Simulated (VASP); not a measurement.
Consider the following.

```
CsCl
1.0
    3.62818     0.00000     0.00000
    0.00000     3.62818     0.00000
    0.00000     0.00000     3.62818
Cs Cl
1 1
Cartesian
  0.00000   0.00000   0.00000
  1.81409   1.81409   1.81409
```

These are PBE GGA, VASP's PBE PAW potentials (set 64) (plane waves; VASP 6.6.1) values and carry that method's errors. Settings: 500 eV cut-off, 7×7×7 Γ-centred mesh, Gaussian smearing of 0.050 eV, potentials Cs_sv Cl.

Unless said otherwise, spin-orbit coupling is left out, though it shifts the bands of the heavy elements here.

**Question.** Predict the energy per atom (σ→0), pressure, band gap (on the k-mesh) with the smallest direct gap where there is one.

**Answer.** 
- band gap (on the k-mesh) = 4.43 eV
- smallest direct gap (on the k-mesh) = 4.43 eV
- energy per atom (σ→0) = -2.733 eV/atom
- pressure = 19.96 GPa

The compound is CsCl in the CsCl type structure. It was relaxed first under an external pressure of 20 GPa.
